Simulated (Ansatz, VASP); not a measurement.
## Al41Cu33 (partly crystallised Al55Cu45) in two plane-wave programs

Wanted: the spread between two codes on one cell, functional and k mesh. The cell is taken from a series of runs on this material, whose earlier steps may have relaxed, scaled, displaced or heated it; both programs get it as it stands.

Calculated with Ansatz 0.2.0; plane waves, with VASP 6.6.1 beside it; single point at PBE.

### Step 1. Set-up

The cell holds 74 atoms: 41 Al and 33 Cu. Cell: a = 10.231 Å, b = 10.231 Å, c = 10.231 Å, α = 90.0°, β = 90.0°, γ = 90.0°. As first built, before any earlier steps moved the atoms (in the runner's words): 74 atoms (41 Al, 33 Cu) placed at random at 4.42 g/cm^3, melted at 1800 K for 10 ps at fixed volume with the EAM Al-Cu potential (Cai and Ye, Phys. Rev. B 54, 8398 (1996)). Quenched from 1800 K to 300 K at 5 K/ps and zero pressure, held 5 ps.

### Step 2. VASP: single point, PBE

A single point gives forces, pressure and levels at one fixed geometry, so differences don't come from the geometry; what else differs is listed under the comparison.

Lines of VASP's logs that name or quote its potential files are left out, and so is its time.

Contents of INCAR:

```
SYSTEM = Al41Cu33
PREC = Accurate
ENCUT = 520
EDIFF = 1E-06
NELM = 120
ISMEAR = -1
SIGMA = 0.1
LREAL = Auto
ALGO = Normal
GGA = PE
NBANDS = 296
LASPH = .TRUE.
LORBIT = 11
LWAVE = .FALSE.
LCHARG = .FALSE.
ISIF = 2
GGA_COMPAT = .FALSE.
KPAR = 8
```

Contents of POSCAR:

```
Al41Cu33
1.0
   10.2307700000      0.0000000000      0.0000000000
    0.0000000000     10.2307700000      0.0000000000
    0.0000000000      0.0000000000     10.2307700000
Al Cu
41 33
Direct
    0.9254700000      0.1042300000      0.5903600000
    0.8756500000      0.3084600000      0.7594500000
    0.6499200000      0.9402900000      0.9360200000
    0.9112000000      0.7802100000      0.5873900000
    0.8636700000      0.9431900000      0.7745700000
    0.6233900000      0.3483600000      0.2994600000
    0.6589600000      0.4935700000      0.7552000000
    0.6629900000      0.7530900000      0.7128300000
    0.9720500000      0.6064600000      0.3862100000
    0.4547800000      0.9424600000      0.0775700000
    0.2418200000      0.4527000000      0.0490000000
    0.3488400000      0.9497400000      0.4847200000
    0.0147900000      0.9417600000      0.0074200000
    0.1958400000      0.6195800000      0.2386200000
    0.0659600000      0.7581200000      0.8025500000
    0.0848500000      0.3160200000      0.6189300000
    0.1443600000      0.1281100000      0.4527800000
    0.8185200000      0.9580300000      0.1640000000
    0.9340100000      0.3384000000      0.4032400000
    0.3323000000      0.7432400000      0.6530700000
    0.0906600000      0.4566200000      0.8385800000
    0.4352400000      0.2850000000      0.0947700000
    0.1785800000      0.9538600000      0.2590800000
    0.7647200000      0.5561800000      0.5064400000
    0.4708600000      0.1252100000      0.8755800000
    0.0803200000      0.0915000000      0.8106400000
    0.5152200000      0.4949000000      0.5299300000
    0.3074800000      0.4636600000      0.6630600000
    0.8004400000      0.5678700000      0.2014100000
    0.0374100000      0.2643900000      0.0054500000
    0.1052900000      0.5898400000      0.6074100000
    0.3841400000      0.7917300000      0.2692500000
    0.6437500000      0.7474500000      0.1194100000
    0.3836800000      0.1194000000      0.2814400000
    0.5016600000      0.9311900000      0.7035900000
    0.8308700000      0.7284300000      0.9515400000
    0.7815200000      0.1312800000      0.3491600000
    0.5372100000      0.1167000000      0.5008000000
    0.6056400000      0.5017500000      0.0548900000
    0.5889700000      0.9464000000      0.3049400000
    0.2579600000      0.0937300000      0.0385100000
    0.0212400000      0.4434300000      0.1859200000
    0.8364900000      0.1229100000      0.9693500000
    0.5304000000      0.7575500000      0.5063500000
    0.9921500000      0.7739700000      0.1998900000
    0.0446000000      0.6254300000      0.0094400000
    0.6642800000      0.2973100000      0.9204900000
    0.8140000000      0.2900800000      0.1530700000
    0.4075200000      0.6275000000      0.0972000000
    0.5774700000      0.6151800000      0.2989200000
    0.5142600000      0.2982200000      0.6945500000
    0.0039800000      0.1273800000      0.2296800000
    0.2192500000      0.7910100000      0.0471300000
    0.8509100000      0.4561900000      0.9769300000
    0.3838900000      0.4513300000      0.2829000000
    0.7038500000      0.3078400000      0.5493200000
    0.4667600000      0.7444700000      0.8912600000
    0.7113000000      0.9476000000      0.5344600000
    0.1684400000      0.4362700000      0.4194100000
    0.3107200000      0.1244500000      0.6586200000
    0.1393400000      0.7841800000      0.4277100000
    0.2739900000      0.9326100000      0.8419200000
    0.1948800000      0.2735100000      0.2198100000
    0.2665800000      0.2820300000      0.8490500000
    0.9542400000      0.9307900000      0.3917500000
    0.4383700000      0.4521000000      0.8777100000
    0.8882400000      0.5694100000      0.7326200000
    0.1383100000      0.9367400000      0.6181600000
    0.3635400000      0.2964300000      0.4740400000
    0.2586700000      0.6331700000      0.8765000000
    0.3252900000      0.6289700000      0.4483000000
    0.6983000000      0.1341600000      0.7060300000
    0.6195900000      0.1286200000      0.1282900000
    0.7758600000      0.7683300000      0.3539000000
```

Contents of KPOINTS:

```
Automatic mesh
0
Gamma
2 2 2
0 0 0
```

Potentials, in the order of the species: Al and Cu (PBE family, release 64).

Started as:

```bash
$ mpirun -np 8 vasp_std
```

Numbers of over 12 decimals in the logs are rounded to 6 here.

The program printed:

```text
[banner, memory and clock lines left out]
running    8 mpi-ranks, on    1 nodes
[...]
|                                                                             |
|           W    W    AA    RRRRR   N    N  II  N    N   GGGG   !!!           |
|           W    W   A  A   R    R  NN   N  II  NN   N  G    G  !!!           |
|           W    W  A    A  R    R  N N  N  II  N N  N  G       !!!           |
|           W WW W  AAAAAA  RRRRR   N  N N  II  N  N N  G  GGG   !            |
|           WW  WW  A    A  R   R   N   NN  II  N   NN  G    G                |
|           W    W  A    A  R    R  N    N  II  N    N   GGGG   !!!           |
|                                                                             |
|     For optimal performance we recommend to set                             |
|       NCORE = 2 up to number-of-cores-per-socket                            |
|     NCORE specifies how many cores store one orbital (NPAR=cpu/NCORE).      |
|     This setting can greatly improve the performance of VASP for DFT.       |
|     The default, NCORE=1 might be grossly inefficient on modern             |
|     multi-core architectures or massively parallel machines. Do your        |
|     Unfortunately you need to use the default for GW and RPA                |
|     calculations (for HF NCORE is supported but not extensively tested      |
|     yet).                                                                   |
|                                                                             |

 LDA part: xc-table for (Slater+PW92), standard interpolation
 POSCAR, INCAR and KPOINTS ok, starting setup
[...]
entering main loop
       N       E                     dE             d eps       ncg     rms          rms(c)
DAV:   1     0.429779734650E+04    0.42978E+04   -0.18481E+05  4736   0.203E+03
DAV:   2     0.387031085994E+03   -0.39108E+04   -0.37983E+04  4736   0.474E+02
DAV:   3    -0.272332912545E+03   -0.65936E+03   -0.58687E+03  4896   0.221E+02
DAV:   4    -0.339824787876E+03   -0.67492E+02   -0.61768E+02  7384   0.814E+01
[...]
DAV:  19    -0.278194997052E+03    0.40720E-05   -0.45566E-05  7528   0.630E-02    0.101E-02
DAV:  20    -0.278194996694E+03    0.35723E-06   -0.10658E-05  5000   0.394E-02    0.603E-03
DAV:  21    -0.278194996739E+03   -0.44311E-07   -0.36844E-06  3872   0.168E-02
   1 F= -.27819500E+03 E0= -.27777598E+03  d E =-.838038E+00
```

OUTCAR, selected parts (step 2):

```text
  FREE ENERGIE OF THE ION-ELECTRON SYSTEM (eV)
  ---------------------------------------------------
  free  energy   TOTEN  =      -278.1949967387 eV

  energy  without entropy=     -277.3569591773  energy(sigma->0) =     -277.77597796
```

The run ends at a pressure of 0.22 GPa, with forces up to 1.5 eV/Å.

### Step 3. Ansatz: single point, PBE

Ansatz runs on its default PAW (the set named soft_2) files.

The same cell, functional, mesh and smearing now go to Ansatz, which takes its cutoff from its data sets.

Contents of input.yaml:

```yaml
crystal:
  lattice:
    - [10.23077, 0.0, 0.0]
    - [0.0, 10.23077, 0.0]
    - [0.0, 0.0, 10.23077]
  atoms:
    - { symbol: Al, position: [0.92547, 0.10423, 0.59036] }
    - { symbol: Al, position: [0.87565, 0.30846, 0.75945] }
    - { symbol: Al, position: [0.64992, 0.94029, 0.93602] }
    - { symbol: Al, position: [0.9112, 0.78021, 0.58739] }
    - { symbol: Al, position: [0.86367, 0.94319, 0.77457] }
    - { symbol: Al, position: [0.62339, 0.34836, 0.29946] }
    - { symbol: Al, position: [0.65896, 0.49357, 0.7552] }
    - { symbol: Al, position: [0.66299, 0.75309, 0.71283] }
    - { symbol: Al, position: [0.97205, 0.60646, 0.38621] }
    - { symbol: Al, position: [0.45478, 0.94246, 0.07757] }
    - { symbol: Al, position: [0.24182, 0.4527, 0.049] }
    - { symbol: Al, position: [0.34884, 0.94974, 0.48472] }
    - { symbol: Al, position: [0.01479, 0.94176, 0.00742] }
    - { symbol: Al, position: [0.19584, 0.61958, 0.23862] }
    - { symbol: Al, position: [0.06596, 0.75812, 0.80255] }
    - { symbol: Al, position: [0.08485, 0.31602, 0.61893] }
    - { symbol: Al, position: [0.14436, 0.12811, 0.45278] }
    - { symbol: Al, position: [0.81852, 0.95803, 0.164] }
    - { symbol: Al, position: [0.93401, 0.3384, 0.40324] }
    - { symbol: Al, position: [0.3323, 0.74324, 0.65307] }
    - { symbol: Al, position: [0.09066, 0.45662, 0.83858] }
    - { symbol: Al, position: [0.43524, 0.285, 0.09477] }
    - { symbol: Al, position: [0.17858, 0.95386, 0.25908] }
    - { symbol: Al, position: [0.76472, 0.55618, 0.50644] }
    - { symbol: Al, position: [0.47086, 0.12521, 0.87558] }
    - { symbol: Al, position: [0.08032, 0.0915, 0.81064] }
    - { symbol: Al, position: [0.51522, 0.4949, 0.52993] }
    - { symbol: Al, position: [0.30748, 0.46366, 0.66306] }
    - { symbol: Al, position: [0.80044, 0.56787, 0.20141] }
    - { symbol: Al, position: [0.03741, 0.26439, 0.00545] }
    - { symbol: Al, position: [0.10529, 0.58984, 0.60741] }
    - { symbol: Al, position: [0.38414, 0.79173, 0.26925] }
    - { symbol: Al, position: [0.64375, 0.74745, 0.11941] }
    - { symbol: Al, position: [0.38368, 0.1194, 0.28144] }
    - { symbol: Al, position: [0.50166, 0.93119, 0.70359] }
    - { symbol: Al, position: [0.83087, 0.72843, 0.95154] }
    - { symbol: Al, position: [0.78152, 0.13128, 0.34916] }
    - { symbol: Al, position: [0.53721, 0.1167, 0.5008] }
    - { symbol: Al, position: [0.60564, 0.50175, 0.05489] }
    - { symbol: Al, position: [0.58897, 0.9464, 0.30494] }
    - { symbol: Al, position: [0.25796, 0.09373, 0.03851] }
    - { symbol: Cu, position: [0.02124, 0.44343, 0.18592] }
    - { symbol: Cu, position: [0.83649, 0.12291, 0.96935] }
    - { symbol: Cu, position: [0.5304, 0.75755, 0.50635] }
    - { symbol: Cu, position: [0.99215, 0.77397, 0.19989] }
    - { symbol: Cu, position: [0.0446, 0.62543, 0.00944] }
    - { symbol: Cu, position: [0.66428, 0.29731, 0.92049] }
    - { symbol: Cu, position: [0.814, 0.29008, 0.15307] }
    - { symbol: Cu, position: [0.40752, 0.6275, 0.0972] }
    - { symbol: Cu, position: [0.57747, 0.61518, 0.29892] }
    - { symbol: Cu, position: [0.51426, 0.29822, 0.69455] }
    - { symbol: Cu, position: [0.00398, 0.12738, 0.22968] }
    - { symbol: Cu, position: [0.21925, 0.79101, 0.04713] }
    - { symbol: Cu, position: [0.85091, 0.45619, 0.97693] }
    - { symbol: Cu, position: [0.38389, 0.45133, 0.2829] }
    - { symbol: Cu, position: [0.70385, 0.30784, 0.54932] }
    - { symbol: Cu, position: [0.46676, 0.74447, 0.89126] }
    - { symbol: Cu, position: [0.7113, 0.9476, 0.53446] }
    - { symbol: Cu, position: [0.16844, 0.43627, 0.41941] }
    - { symbol: Cu, position: [0.31072, 0.12445, 0.65862] }
    - { symbol: Cu, position: [0.13934, 0.78418, 0.42771] }
    - { symbol: Cu, position: [0.27399, 0.93261, 0.84192] }
    - { symbol: Cu, position: [0.19488, 0.27351, 0.21981] }
    - { symbol: Cu, position: [0.26658, 0.28203, 0.84905] }
    - { symbol: Cu, position: [0.95424, 0.93079, 0.39175] }
    - { symbol: Cu, position: [0.43837, 0.4521, 0.87771] }
    - { symbol: Cu, position: [0.88824, 0.56941, 0.73262] }
    - { symbol: Cu, position: [0.13831, 0.93674, 0.61816] }
    - { symbol: Cu, position: [0.36354, 0.29643, 0.47404] }
    - { symbol: Cu, position: [0.25867, 0.63317, 0.8765] }
    - { symbol: Cu, position: [0.32529, 0.62897, 0.4483] }
    - { symbol: Cu, position: [0.6983, 0.13416, 0.70603] }
    - { symbol: Cu, position: [0.61959, 0.12862, 0.12829] }
    - { symbol: Cu, position: [0.77586, 0.76833, 0.3539] }
kpoints:
  mp_grid: { grid: [2, 2, 2] }
hamiltonian:
  xc: pbe
scf:
  occupations: { method: fermi_dirac, width: 0.1 }
output:
  forces: true
```

Started as:

```bash
$ ansatz run input.yaml --threads 4 --pin off --max-ram 15872MiB --backend cpu --events-out ev --progress --plain --runs-dir out
```

The program printed:

```text
Engine: ansatz 0.2.0, aarch64-unknown-linux-gnu
Pseudopotentials: kind: paw
Pseudopotential: Al, paw, valence charge 3, recommended cutoff 420 eV (normal), Al.paw.azcp
Pseudopotential: Cu, paw, valence charge 19, recommended cutoff 420 eV (normal), Cu.paw.azcp
Functional definition: PBE
  parameter kappa = 0.804
  parameter beta = 0.066725
  exchange = pbe_x(kappa = kappa, mu = beta*pi^2/3)
  correlation = pbe_c(beta = beta)
Crystal: 74 atoms, lattice volume = 1070.841 Å³
Basis set: ecut = 420 eV, 20863 PW (Γ), exchange–correlation on 144×144×144 points (8 copies of the dense FFT grid, shifted against one another)
Bands: 449, of which v1, the nominal top of the filled ones, is band 375 counted from 1 (374 counted from 0)
Symmetry: 1 space group operations
Space group: P1 (ITA 1), of the structure as read, at distance tolerance 1.0e-4 Å
k-points: 8
Non-local potential: Al, projectors of the file, l = 0: 2, l = 1: 2, l = 2: 1
Non-local potential: Cu, projectors of the file, l = 0: 3, l = 1: 2, l = 2: 3, l = 3: 1
PAW form: soft (Blöchl's): semilocal exchange-correlation on the pseudo side does not see the compensation charge
PAW one-centre angular grid: Al, 110 points (default); XC on 64 Gauss nodes
PAW one-centre angular grid: Cu, 590 points (default); XC on 64 Gauss nodes
Initial density: superposition of atomic densities (neutral atoms: chi_scale 0, normalization atom), corrected by the library's trained network
Initial wavefunctions: pseudopotential atomic-orbital guess
Functional: x = pbe(κ = 0.804, μ = 0.219515), c = pbe(β = 0.066725)
SCF iter   1: F=—  HF=-240669.964266 eV  |F-HF|=—  |Δ(HF+E_count)|=         —  Δρ=2.79e-3  dr2=1.34e-1  ethr=1.77e-3  ⟨swp⟩=5.5  Hψ=13727  notcnv=0  defer=184
preconditioner: auto → Kerker (q_TF=auto, 2.571 Å⁻¹)  [metal: Δε(μ)=0.009 eV  Ē_g=6.563 eV  σ=0.100 eV  W_gap=0.02  n_scr=304 (ndim 8)  ℏωp=25.0 eV  f_vac=0.000  D(μ)=25.53/eV (n_scr^D=170)]
SCF iter   2: F=—  HF=-240669.959357 eV  |F-HF|=—  |Δ(HF+E_count)|=   4.91e-3  Δρ=1.33e-3  dr2=4.79e-2  ethr=1.79e-5  ⟨swp⟩=2.0  Hψ=4200  notcnv=0  defer=193
SCF iter   3: F=—  HF=-240669.955280 eV  |F-HF|=—  |Δ(HF+E_count)|=   4.08e-3  Δρ=1.11e-3  dr2=2.00e-2  ethr=6.38e-6  ⟨swp⟩=2.0  Hψ=4815  notcnv=0  defer=193
SCF iter   4: F=—  HF=-240669.952047 eV  |F-HF|=—  |Δ(HF+E_count)|=   3.23e-3  Δρ=1.63e-4  dr2=1.14e-3  ethr=2.67e-6  ⟨swp⟩=2.2  Hψ=4802  notcnv=0  defer=193
SCF iter   5: F=—  HF=-240669.951956 eV  |F-HF|=—  |Δ(HF+E_count)|=   9.09e-5  Δρ=1.29e-4  dr2=2.06e-4  ethr=1.52e-7  ⟨swp⟩=2.1  Hψ=4734  notcnv=0  defer=193
SCF iter   6: F=—  HF=-240669.951958 eV  |F-HF|=—  |Δ(HF+E_count)|=   1.99e-6  Δρ=9.50e-5  dr2=6.39e-5  ethr=2.75e-8  ⟨swp⟩=2.0  Hψ=5102  notcnv=0  defer=193
SCF iter   7: F=—  HF=-240669.952416 eV  |F-HF|=—  |Δ(HF+E_count)|=   4.58e-4  Δρ=1.55e-5  dr2=6.20e-6  ethr=8.52e-9  ⟨swp⟩=2.0  Hψ=6359  notcnv=0  defer=193
SCF iter   8: F=—  HF=-240669.952416 eV  |F-HF|=—  |Δ(HF+E_count)|=   5.23e-8  Δρ=1.37e-5  dr2=1.78e-6  ethr=8.26e-10  ⟨swp⟩=2.0  Hψ=6364  notcnv=0  defer=193
SCF iter   9: F=—  HF=-240669.952416 eV  |F-HF|=—  |Δ(HF+E_count)|=   3.04e-7  Δρ=8.14e-6  dr2=7.03e-7  ethr=2.38e-10  ⟨swp⟩=2.0  Hψ=6360  notcnv=0  defer=193
SCF iter  10: F=-240669.952416 eV  HF=-240669.952416 eV  |F-HF|=3.18e-8  |Δ(HF+E_count)|=   8.96e-8  Δρ=1.31e-6  dr2=4.85e-8  ethr=1.33e-11  ⟨swp⟩=2.1  Hψ=12247  notcnv=0
SCF 1 converged in 10 iterations: F = -240669.952416 eV  dr2 = 4.85e-8
  greatest PAW one-centre occupation: 1.000 electrons in one spin orbital (limit 2), on the Cu atom at site 56 (counted from 0), in its partial waves of l = 0
SCF converged after 10 iterations
Free energy (F): -240669.952416 eV
Harris-Foulkes:  -240669.952416 eV  (|F-HF|=3.18e-8)
Internal energy: -240669.111157 eV  (E = F + TS)
E sigma→0 (E₀):  -240669.531787 eV
Entropy (-TS):   -0.841259 eV (-11.368 meV/atom)
Fermi energy:    11.267026 eV
--- Per-component energies (eV) ---
  E_band       = -14873.194494
  E_kinetic    = 10833.335349
  E_local      = -205563.567710  (includes V_loc(G=0)·N_el)
  E_nonlocal   = 13254.725946
  E_hartree    = 93316.588481
  E_xc         = -4588.040368
  E_vxc        = -5005.567664  (∫ρ·V_xc dr)
  E_paw        = -74016.864134  (= ΣΔE_a)
  E_vpaw       = -15025.295540  (= ΣTr[D̂ρ^β])
  E_aug_tail   = 0.009093  (compensation charges beyond the density's cutoff)
  E_ewald      = -73905.297815
  E_smearing   = -0.841259  (= −TS)
  E_closure    = 0.000000  (closes the sum)
  Σ components = -240669.952416   (vs F -240669.952416, Δ=0.00e0)
--- Forces (eV/Å), atoms counted from 1 ---
  atom   1  Al    -0.50650229     0.12031921    -0.54770121
  atom   2  Al    -0.73612670     0.00788543     0.61502854
  atom   3  Al     1.09951768    -0.01181350    -0.73673957
  atom   4  Al     0.13916700    -0.04382238    -0.71381965
  atom   5  Al    -0.58798417     0.06560628     0.81992955
  atom   6  Al    -0.37039470     0.05168119     0.33693616
  atom   7  Al    -0.00520181    -0.22419535     0.53765870
  atom   8  Al     0.99103654    -1.02338755     0.42683516
  atom   9  Al     0.73638275     0.02906737    -0.50659309
  atom  10  Al    -0.81914541    -0.37673976    -0.12067741
  atom  11  Al    -0.03830825    -0.24176747    -0.12430262
  atom  12  Al    -0.58255643    -0.59762379    -0.34159217
  atom  13  Al     0.58876295    -0.28533902     0.22250400
  atom  14  Al    -0.44377893     0.09438842    -0.09396819
  atom  15  Al     0.13714249     0.53425147     0.31225806
  atom  16  Al     0.90884212    -0.12162642     0.24529680
  atom  17  Al     0.31197715     0.33722891    -0.52675259
  atom  18  Al    -0.26726060    -0.22481964     0.06719887
  atom  19  Al    -0.33659012     0.18126066    -0.36152444
  atom  20  Al    -0.58816245    -0.20437214     1.02556001
  atom  21  Al    -0.49158492     0.32779690    -0.29184015
  atom  22  Al     0.30410465     0.55831375    -0.49460210
  atom  23  Al    -0.49617008    -0.21443832    -0.56069427
  atom  24  Al    -0.54326454    -0.32694181     0.21516559
[...]
atom  67  Cu    -0.04070118     0.12683552     0.36883325
  atom  68  Cu    -0.37015112    -0.12191717     0.23294505
  atom  69  Cu     0.00922909    -0.23291614     0.01057620
  atom  70  Cu     0.29248937    -0.38085589    -0.67166005
  atom  71  Cu     0.28653243    -0.41908907     0.06223454
  atom  72  Cu    -0.01463199    -0.74057177     0.87327154
  atom  73  Cu     0.29328462     0.02085000     0.01387872
  atom  74  Cu    -0.33636067    -0.10908547    -0.11089506
  max |Σ_I F_I| component: 5.06e-5 eV/Å
```

### Step 4. Differences

Known differences besides the potentials themselves: the data sets hold 750 valence electrons in Ansatz (on its default PAW (the set named soft_2) files) and 486 in VASP; the cutoff is 420 eV in Ansatz and 520 eV in VASP (PREC = Accurate, projectors in real space). Total energies have different zeros and are not compared.

Forces on 9 of the 74 atoms, those with the largest forces and the largest differences (eV/Å; atoms numbered as in POSCAR):

```tsv
atom	Ansatz x, y, z	VASP x, y, z
Al3	1.100, -0.012, -0.737	1.100, -0.014, -0.739
Al8	0.991, -1.023, 0.427	1.002, -1.022, 0.432
Al20	-0.588, -0.204, 1.026	-0.590, -0.201, 1.026
Al23	-0.496, -0.214, -0.561	-0.478, -0.202, -0.560
Al29	0.979, -0.777, -0.057	0.973, -0.777, -0.060
Al30	-0.042, -0.074, 0.617	-0.027, -0.073, 0.597
Al33	-0.868, 0.941, -0.231	-0.855, 0.946, -0.239
Al38	0.452, 1.132, 0.546	0.451, 1.110, 0.529
Cu56	0.664, 0.507, -0.971	0.663, 0.506, -0.964
```

The forces differ by 6.3 meV/Å r.m.s., which is 1.4 % of the r.m.s. force of 0.438 eV/Å (both taken over all components).

### Step 5. What came out

```
r.m.s. force difference (single point, PBE) : 1.4 % of the r.m.s. force
```

The r.m.s. force difference is 1.4 % of the r.m.s. force (single point, PBE), within the 3 % picked in this series as the mark of a large difference. The data sets hold unlike numbers of valence electrons (750 in Ansatz and 486 in VASP), so part of the differences comes from the potentials. How closely two codes agree says nothing of how well the functional describes the real material.

[Lines on the potential files, build, host, timing and source positions are cut from VASP's logs without a mark.]

[Logs are printed without paths, hosts, clocks, repeated set-up lines and the standing remarks that a program may print on its own settings, such as how far it seeks lower states.]

[Hosts, paths, dates, database ids (printed as entryN), source tags and the programs' standing remarks are cut or masked in the printed files.]
